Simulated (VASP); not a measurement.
Data:

```xyz
63
Lattice="7.1466 0.0000 0.0000 0.0000 7.1466 0.0000 0.0000 0.0000 7.1466" Properties=species:S:1:pos:R:3 pbc="T T T"
C      3.5733     0.0000     0.0000
C      4.4173     0.8743     0.9392
C      5.3612     1.7684     0.0039
C      6.2253     2.7107     0.8775
C      5.3638    -0.0495     1.8040
C      6.2242     0.9366     2.6674
C      0.0000     0.0000     0.0000
C      0.8933     0.8933     0.8933
C      1.7866     1.7866     0.0000
C      2.6957     2.6481     0.8755
C      3.6121     3.5315     0.0247
C      4.4228     4.4898     0.9176
C      5.3599     5.3599     0.0000
C      6.2532     6.2532     0.8933
C      1.7866     0.0000     1.7866
C      2.7299     0.8721     2.6761
C      3.5968     1.8311     1.7541
C      5.3311     3.5365     1.7575
C      6.3029     4.4412     2.6409
C      3.5735    -0.0044     3.5968
C      4.4787     0.9054     4.4316
C      5.3638     1.7486     3.5385
C      6.2482     2.6729     4.4900
C      5.3599     0.0000     5.3599
C      6.2532     0.8933     6.2532
C      0.0000     3.5733     0.0000
C      0.8933     4.4666     0.8933
C      1.7866     5.3599     0.0000
C      2.6800     6.2532     0.8933
C      0.0000     1.7866     1.7866
C      0.8933     2.6800     2.6800
C      1.7720     3.5672     1.8142
C      2.6929     4.4263     2.6951
C      3.6202     5.3336     1.7759
C      4.4666     6.2532     2.6800
C      0.0000     0.0000     3.5733
C      0.8933     0.8933     4.4666
C      1.8293     1.7668     3.5707
C      2.7040     2.6951     4.4433
C      4.4241     4.4372     4.5055
C      5.3512     5.3303     3.5579
C      6.2532     6.2532     4.4666
C      1.7866     0.0000     5.3599
C      2.6800     0.8933     6.2532
C      3.5707     1.7518     5.3651
C      4.4666     2.6800     6.2532
C      5.4058     3.5428     5.3616
C      6.2532     4.4666     6.2532
C      0.0000     5.3599     1.7866
C      0.8933     6.2532     2.6800
C      0.0000     3.5733     3.5733
C      0.8933     4.4666     4.4666
C      1.7866     5.3599     3.5733
C      2.6800     6.2532     4.4666
C      0.0000     1.7866     5.3599
C      0.8933     2.6800     6.2532
C      1.7866     3.5733     5.3599
C      2.6800     4.4666     6.2532
C      3.5733     5.3599     5.3599
C      4.4666     6.2532     6.2532
C      0.0000     5.3599     5.3599
C      0.8933     6.2532     6.2532
Si     3.5622     3.6139     3.5964
```

Level of theory: PBE GGA, VASP's PBE PAW potentials (set 64) (plane waves; VASP). Numerical set-up: PREC = Normal, LREAL = Auto, ISYM = 0, EDIFF = 1E-5, 400 eV cut-off, 1×1×1 Γ-centred mesh, Gaussian smearing of 0.050 eV, potentials C Si.

The supercell is sampled at Γ alone, which is coarse: total energies, pressure and levels can be off, energies of defects by several tenths of an eV.

Question: The ions are relaxed. Predict the relaxed structure.

Answer: 
```xyz
63
Lattice="7.1466 0.0000 0.0000 0.0000 7.1466 0.0000 0.0000 0.0000 7.1466" Properties=species:S:1:pos:R:3 pbc="T T T"
C      3.5615     0.0005     0.0044
C      4.4371     0.9285     0.9336
C      5.3394     1.8041     0.0296
C      6.2151     2.7070     0.9337
C      5.3390     0.0255     1.8094
C      6.2149     0.9287     2.7127
C      7.1368     0.0066     0.0110
C      0.8670     0.9028     0.9084
C      1.7618     1.7786     7.1410
C      2.6393     2.6778     0.8790
C      3.5693     3.5741     7.1450
C      4.4663     4.5051     0.8784
C      5.3644     5.3816     7.1408
C      6.2411     6.2768     0.9084
C      1.7625     7.1369     1.7833
C      2.6401     0.8751     2.6835
C      3.4617     1.7750     1.7769
C      5.3662     3.6815     1.7782
C      6.2688     4.5039     2.6834
C      3.5697     7.1411     3.5789
C      4.4667     0.8732     4.5107
C      5.3637     1.7784     3.6855
C      6.2699     2.6775     4.5105
C      5.3637     7.1364     5.3853
C      6.2411     0.9026     6.2818
C      7.1424     3.5812     0.0047
C      0.8761     4.4783     0.8826
C      1.7878     5.3555     7.1321
C      2.6654     6.2679     0.8823
C      7.1175     1.8046     1.8095
C      0.8803     2.6844     2.6890
C      1.7589     3.5805     1.7571
C      2.6656     4.4791     2.5816
C      3.5626     5.3848     1.7567
C      4.4591     6.2638     2.6888
C      7.1419     0.0012     3.5844
C      0.8764     0.8775     4.4838
C      1.7601     1.7542     3.5840
C      2.6634     2.5763     4.4890
C      4.5675     4.4826     4.4901
C      5.3891     5.3832     3.5839
C      6.2665     6.2674     4.4843
C      1.7879     7.1276     5.3593
C      2.6646     0.8765     6.2732
C      3.5627     1.7527     5.3893
C      4.4596     2.6839     6.2695
C      5.3898     3.5801     5.3887
C      6.2671     4.4794     6.2731
C      0.0063     5.3805     1.7835
C      0.8878     6.2562     2.6833
C      0.0018     3.5737     3.5789
C      0.9117     4.4529     4.4580
C      1.8146     5.3287     3.5547
C      2.6904     6.2321     4.4581
C      0.0065     1.7796     5.3849
C      0.8870     2.6769     6.2626
C      1.8143     3.5505     5.3337
C      2.6900     4.4535     6.2377
C      3.5922     5.3289     5.3336
C      4.4672     6.2571     6.2626
C      0.0157     5.3552     5.3593
C      0.8920     6.2518     6.2568
Si     4.0144     3.1293     3.1339
```

Question: How much energy does the relaxation gain?

Answer: The energy (σ→0) changes by -159.0 meV/atom, in 20 ionic steps.

The cell is a supercell with a defect, built from C (diamond): Si_C-vac_C. The run is not spin-polarised, so no state with unpaired spins was tried.
